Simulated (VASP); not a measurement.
Calculation: PBEsol GGA, VASP's PBE PAW potentials (set 64) (plane waves; VASP 6.6.1).

VASP input:

**KPOINTS**
```
Automatic mesh
0
Gamma
7 7 7
0 0 0
```

**POSCAR**
```
AlGaAs2
1
    2.0057447932     1.1580169556     6.5401452565
   -2.0057447932     1.1580169556     6.5401452565
    0.0000000000    -2.3160349104     6.5401452564
Al Ga As
1 1 2
Direct
  0.9997198616   0.9997198616   0.9997198616
  0.5001411758   0.5001411758   0.5001411758
  0.1250147315   0.1250147315   0.1250147315
  0.6251412311   0.6251412311   0.6251412311
```

**INCAR**
```
SYSTEM = AlGaAs2
PREC = Accurate; ENCUT = 400; LREAL = .False.
LASPH = .True.
EDIFF = 1E-7; NELM = 100; ALGO = Normal
LMAXMIX = 4
ISMEAR = -5
GGA = PS
ISIF = 2
LWAVE = .False.; LCHARG = .True.; LORBIT = 11
NEDOS = 601
LEFG = .True.
```

POTCAR, in this order: Al Ga_d As (PBE.64 set). Program: vasp_std.

The run wrote:

File OSZICAR:
```
       N       E                     dE             d eps       ncg     rms          rms(c)
DAV:   1     0.122193271259E+03    0.12219E+03   -0.10117E+04  1496   0.141E+03
DAV:   2    -0.837226680983E+01   -0.13057E+03   -0.12815E+03  1761   0.296E+02
DAV:   3    -0.193421721626E+02   -0.10970E+02   -0.10879E+02  1962   0.825E+01
DAV:   4    -0.195972282778E+02   -0.25506E+00   -0.25488E+00  1879   0.128E+01
DAV:   5    -0.196028998423E+02   -0.56716E-02   -0.56700E-02  2167   0.173E+00    0.438E+00
DAV:   6    -0.192147089786E+02    0.38819E+00   -0.70961E-01  2280   0.122E+01    0.258E+00
DAV:   7    -0.191382170829E+02    0.76492E-01   -0.32258E-01  1840   0.333E+00    0.723E-01
DAV:   8    -0.191352589770E+02    0.29581E-02   -0.26174E-02  1801   0.207E+00    0.208E-01
DAV:   9    -0.191355606143E+02   -0.30164E-03   -0.20647E-03  1993   0.510E-01    0.705E-02
DAV:  10    -0.191356025132E+02   -0.41899E-04   -0.17961E-04  2095   0.151E-01    0.310E-02
DAV:  11    -0.191356551520E+02   -0.52639E-04   -0.66157E-05  1700   0.748E-02    0.876E-03
DAV:  12    -0.191356559720E+02   -0.82001E-06   -0.34437E-06  2112   0.154E-02    0.438E-03
DAV:  13    -0.191356561298E+02   -0.15773E-06   -0.94545E-07  1759   0.726E-03    0.972E-04
DAV:  14    -0.191356561679E+02   -0.38133E-07   -0.43793E-08  1181   0.298E-03
   1 F= -.19135656E+02 E0= -.19135656E+02  d E =0.000000E+00
```

OUTCAR:
```
------------------------ aborting loop because EDIFF is reached ----------------------------------------
  FORCE on cell =-STRESS in cart. coord.  units (eV):
  Direction    XX          YY          ZZ          XY          YZ          ZX
  --------------------------------------------------------------------------------------
  Total       -0.0101001     -0.0101001      0.0525200      0.0000000     -0.0000000      0.0000000
  in kB       -0.1775451     -0.1775451      0.9232220      0.0000000     -0.0000000      0.0000000
  external PRESSURE =       0.1893773 kB  Pullay stress =       0.0000000 kB
  volume of cell :       91.14
      direct lattice vectors                 reciprocal lattice vectors
     2.005744793  1.158016956  6.540145256     0.249283958  0.143924161  0.050967275
    -2.005744793  1.158016956  6.540145256    -0.249283958  0.143924161  0.050967275
     0.000000000 -2.316034910  6.540145256     0.000000000 -0.287848322  0.050967253
 POSITION                                       TOTAL-FORCE (eV/Angst)
 -----------------------------------------------------------------------------------
      0.00000     -0.00000     19.61494         0.000000     -0.000000      0.000203
      0.00000     -0.00000      9.81299         0.000000      0.000000     -0.009089
      0.00000     -0.00000      2.45284         0.000000     -0.000000      0.009914
      0.00000     -0.00000     12.26554         0.000000      0.000000     -0.001027
 -----------------------------------------------------------------------------------
    total drift:                                0.000000      0.000002     -0.000055
  FREE ENERGIE OF THE ION-ELECTRON SYSTEM (eV)
  ---------------------------------------------------
  free  energy   TOTEN  =       -19.1356561679 eV

  energy  without entropy=      -19.1356561679  energy(sigma->0) =      -19.13565617

 total charge

# of ion       s       p       d       tot
------------------------------------------
    1        0.404   0.369   0.000   0.774
    2        0.880   0.789   9.993  11.663
    3        1.209   1.607   0.029   2.845
    4        1.201   1.658   0.026   2.884
--------------------------------------------------
tot          3.694   4.424  10.048  18.166

 Electric field gradients after diagonalization (V/A^2)
 (convention: |V_zz| > |V_xx| > |V_yy|)
----------------------------------------------------------------------
 ion       V_xx      V_yy      V_zz     asymmetry (V_yy - V_xx)/ V_zz
----------------------------------------------------------------------
   1      -0.107    -0.107     0.213       0.000
   2      -0.588    -0.588     1.177       0.000
   3      21.563    21.563   -43.125       0.000
   4     -22.968   -22.968    45.936       0.000
```
(Selected blocks of OUTCAR.)

The structure comes from a computed database's AlGaAs2 entry (R3m); how it stands against other phases isn't given here. It was relaxed first.
